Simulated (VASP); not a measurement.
Input:

```yaml
crystal:
  lattice:
    - [0.00000, 2.74637, 2.74637]
    - [2.74637, 0.00000, 2.74637]
    - [2.74637, 2.74637, 0.00000]
  atoms:
    - { symbol: Cd, position: [0.00000, 0.00000, 0.00000] }
    - { symbol: F, position: [0.25000, 0.25000, 0.25000] }
    - { symbol: F, position: [0.75000, 0.75000, 0.75000] }
```

The numbers are results of PBE0 hybrid, VASP's PBE PAW potentials (set 64) (plane waves; VASP), not measurements. Settings: 520 eV cut-off, 6×6×6 Γ-centred mesh, Gaussian smearing of 0.050 eV, potentials Cd F.

Q: Give the stress tensor in GPa (positive for a compressed cell).

A: 
```
-3.50   0.00   0.00
 0.00  -3.50   0.00
 0.00   0.00  -3.50
```
The pressure is its mean diagonal, -3.50 GPa.

The compound is CdF2 in the fluorite structure. It was relaxed first, which changed the volume by +6 %. The cell's shape comes from a PBE relaxation.
